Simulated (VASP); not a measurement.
These are vdW-DF-cx, VASP's PBE PAW potentials (set 64) (plane waves; VASP 6.6.1) values and carry that method's errors.

The input files of a VASP run:

### KPOINTS
```
K-points
0
G
  16 16 14
```

**INCAR**
```
SYSTEM = WC
PREC = Accurate; ENCUT = 520; LREAL = .False.
LASPH = .True.
EDIFF = 1E-7; NELM = 100; ALGO = Normal
LMAXMIX = 6
ISMEAR = -5
GGA = CX; LUSE_VDW = .True.; AGGAC = 0.0
ISIF = 2
LWAVE = .False.; LCHARG = .True.; LORBIT = 11
NEDOS = 601
```

POSCAR:
```
WC
1.0
  1.4540953347  -2.5185670735   0.0000000000
  1.4540953347   2.5185670735   0.0000000000
  0.0000000000   0.0000000000   2.8382549886
W C
1 1
Cart
  0.0000000000   0.0000000000   0.0000000000
  1.4540953347   0.8395240369   1.4191274943
```

POTCAR, in this order: W_sv C (PBE.64 set). Program: vasp_std.

Unless said otherwise, spin-orbit coupling is left out, though it shifts the bands of the heavy elements here.

Question: What does the run give for the energy per atom (σ→0), band gap (on the k-mesh)?

Answer: 
The energy per atom (σ→0) is -9.527 eV/atom and the band gap (on the k-mesh) comes out as none (metal, semimetal or under 0.01 eV).

File OSZICAR:
```
...
DAV:   7    -0.190810580493E+02    0.65944E-01   -0.38285E-01  6515   0.559E+00    0.610E+00
DAV:   8    -0.190549968343E+02    0.26061E-01   -0.64071E-02  6920   0.240E+00    0.767E-01
DAV:   9    -0.190542882719E+02    0.70856E-03   -0.29397E-03  6800   0.440E-01    0.143E-01
DAV:  10    -0.190542280599E+02    0.60212E-04   -0.27080E-04  7190   0.223E-01    0.637E-02
DAV:  11    -0.190542315891E+02   -0.35292E-05   -0.15960E-05  6810   0.396E-02    0.107E-02
DAV:  12    -0.190542301777E+02    0.14114E-05   -0.45556E-06  6875   0.205E-02    0.239E-03
DAV:  13    -0.190542301882E+02   -0.10502E-07   -0.93290E-08  4100   0.322E-03
   1 F= -.19054230E+02 E0= -.19054230E+02  d E =0.000000E+00
```

The compound is WC in the wc structure. It was relaxed first.
